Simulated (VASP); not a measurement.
OSZICAR of a VASP run on P (black):

### OSZICAR
```
       N       E                     dE             d eps       ncg     rms          rms(c)
DAV:   1     0.602849945113E+02    0.60285E+02   -0.84205E+03  1344   0.121E+03
DAV:   2    -0.182862889044E+02   -0.78571E+02   -0.76520E+02  1730   0.172E+02
DAV:   3    -0.222373340413E+02   -0.39510E+01   -0.39151E+01  1836   0.416E+01
DAV:   4    -0.222896702626E+02   -0.52336E-01   -0.52271E-01  1690   0.558E+00
DAV:   5    -0.222908129020E+02   -0.11426E-02   -0.11422E-02  1904   0.739E-01    0.101E+01
DAV:   6    -0.221688203469E+02    0.12199E+00   -0.57903E-02  1620   0.158E+00    0.589E+00
DAV:   7    -0.221145173146E+02    0.54303E-01   -0.10135E-01  1722   0.214E+00    0.215E-01
DAV:   8    -0.221147947530E+02   -0.27744E-03   -0.93086E-03  1620   0.694E-01    0.168E-01
DAV:   9    -0.221148638531E+02   -0.69100E-04   -0.36138E-04  1830   0.142E-01    0.755E-02
DAV:  10    -0.221148872447E+02   -0.23392E-04   -0.10000E-04  1614   0.665E-02    0.215E-02
DAV:  11    -0.221148943594E+02   -0.71147E-05   -0.13825E-05  1806   0.310E-02    0.151E-02
DAV:  12    -0.221148948098E+02   -0.45038E-06   -0.96732E-07  1698   0.716E-03    0.315E-03
DAV:  13    -0.221148948921E+02   -0.82369E-07   -0.29933E-07  1536   0.400E-03
   1 F= -.22114895E+02 E0= -.22114665E+02  d E =-.221149E+02
       N       E                     dE             d eps       ncg     rms          rms(c)
DAV:   1    -0.221234537617E+02   -0.85590E-02   -0.47905E-01  1344   0.393E+00    0.423E-01
DAV:   2    -0.221252312248E+02   -0.17775E-02   -0.29054E-02  1812   0.119E+00    0.158E-01
DAV:   3    -0.221246685368E+02    0.56269E-03   -0.89663E-04  1692   0.216E-01    0.109E-01
DAV:   4    -0.221245071981E+02    0.16134E-03   -0.76887E-04  1704   0.168E-01    0.279E-02
DAV:   5    -0.221245117391E+02   -0.45410E-05   -0.11344E-04  1566   0.731E-02    0.239E-02
DAV:   6    -0.221245120429E+02   -0.30385E-06   -0.51707E-06  1800   0.159E-02    0.124E-02
DAV:   7    -0.221245119359E+02    0.10699E-06   -0.56624E-07  1642   0.540E-03    0.748E-03
DAV:   8    -0.221245119695E+02   -0.33564E-07   -0.11440E-07   894   0.254E-03
   2 F= -.22124512E+02 E0= -.22124288E+02  d E =-.961708E-02
       N       E                     dE             d eps       ncg     rms          rms(c)
DAV:   1    -0.221264323401E+02   -0.19204E-02   -0.31090E-01  1344   0.317E+00    0.342E-01
DAV:   2    -0.221275472902E+02   -0.11150E-02   -0.18729E-02  1788   0.958E-01    0.130E-01
DAV:   3    -0.221271751263E+02    0.37216E-03   -0.59744E-04  1686   0.176E-01    0.909E-02
DAV:   4    -0.221270694774E+02    0.10565E-03   -0.51257E-04  1710   0.137E-01    0.232E-02
DAV:   5    -0.221270724754E+02   -0.29980E-05   -0.75191E-05  1584   0.596E-02    0.199E-02
DAV:   6    -0.221270726991E+02   -0.22369E-06   -0.34764E-06  1758   0.130E-02    0.101E-02
DAV:   7    -0.221270726280E+02    0.71076E-07   -0.36189E-07  1552   0.436E-03
   3 F= -.22127073E+02 E0= -.22126858E+02  d E =-.121777E-01
       N       E                     dE             d eps       ncg     rms          rms(c)
DAV:   1    -0.221289204825E+02   -0.18478E-02   -0.21555E-01  1506   0.276E+00    0.326E-01
DAV:   2    -0.221292333746E+02   -0.31289E-03   -0.14446E-02  1788   0.823E-01    0.112E-01
DAV:   3    -0.221290143638E+02    0.21901E-03   -0.66740E-04  1810   0.176E-01    0.547E-02
DAV:   4    -0.221289724611E+02    0.41903E-04   -0.16652E-04  1774   0.775E-02    0.157E-02
DAV:   5    -0.221289725757E+02   -0.11455E-06   -0.12421E-05  1662   0.241E-02    0.943E-03
DAV:   6    -0.221289727798E+02   -0.20410E-06   -0.94189E-07  1792   0.673E-03    0.415E-03
DAV:   7    -0.221289728058E+02   -0.25963E-07   -0.11255E-07  1002   0.248E-03
   4 F= -.22128973E+02 E0= -.22128762E+02  d E =-.190018E-02
       N       E                     dE             d eps       ncg     rms          rms(c)
DAV:   1    -0.221291796556E+02   -0.20688E-03   -0.12338E-02  1464   0.662E-01    0.770E-02
DAV:   2    -0.221291994211E+02   -0.19765E-04   -0.83883E-04  1814   0.198E-01    0.268E-02
DAV:   3    -0.221291865701E+02    0.12851E-04   -0.37536E-05  1750   0.417E-02    0.131E-02
DAV:   4    -0.221291840093E+02    0.25608E-05   -0.94933E-06  1824   0.185E-02    0.375E-03
DAV:   5    -0.221291839758E+02    0.33452E-07   -0.69141E-07  1602   0.566E-03
   5 F= -.22129184E+02 E0= -.22128975E+02  d E =-.211135E-02
       N       E                     dE             d eps       ncg     rms          rms(c)
DAV:   1    -0.221304689123E+02   -0.12849E-02   -0.47044E-02  1368   0.131E+00    0.197E-01
DAV:   2    -0.221298172794E+02    0.65163E-03   -0.25987E-03  1722   0.364E-01    0.773E-02
DAV:   3    -0.221295078016E+02    0.30948E-03   -0.64264E-04  1658   0.157E-01    0.348E-02
DAV:   4    -0.221294857974E+02    0.22004E-04   -0.14602E-04  1752   0.747E-02    0.981E-03
DAV:   5    -0.221294851869E+02    0.61054E-06   -0.70984E-06  1674   0.187E-02    0.715E-03
DAV:   6    -0.221294853091E+02   -0.12219E-06   -0.66254E-07  1698   0.555E-03    0.233E-03
DAV:   7    -0.221294852913E+02    0.17725E-07   -0.25042E-07  1124   0.337E-03
   6 F= -.22129485E+02 E0= -.22129283E+02  d E =-.301315E-03
       N       E                     dE             d eps       ncg     rms          rms(c)
DAV:   1    -0.221295725333E+02   -0.87224E-04   -0.26573E-03  1356   0.310E-01    0.470E-02
DAV:   2    -0.221295361281E+02    0.36405E-04   -0.14683E-04  1722   0.864E-02    0.183E-02
DAV:   3    -0.221295186877E+02    0.17440E-04   -0.35916E-05  1658   0.372E-02    0.819E-03
DAV:   4    -0.221295174930E+02    0.11946E-05   -0.82364E-06  1770   0.177E-02    0.234E-03
DAV:   5    -0.221295174806E+02    0.12411E-07   -0.39928E-07  1458   0.446E-03
   7 F= -.22129517E+02 E0= -.22129314E+02  d E =-.333505E-03
```

### Question
Which electronic solver shows in the log?

### Answer
It is blocked Davidson (ALGO = Normal, or the opening steps of other solvers). The INCAR had ALGO = Normal.

### Question
Can the final energy be trusted as converged?

### Answer
Self-consistency was reached. It stopped with EDIFF = 1E-7, NELM = 100, NSW = 30 and EDIFFG = -0.01 after 7 ionic steps (AM05 GGA, plane waves, VASP's PBE PAW potentials (set 64)). Without a dispersion term in the relaxation, distances and binding between the weakly bound layers, chains or molecules are unreliable, and so is what depends on them.

The compound is P in the black structure. This cell is one point of a volume scan, at 1.03 of the reference volume. Symmetry was kept, so distortions that lower it aren't found.
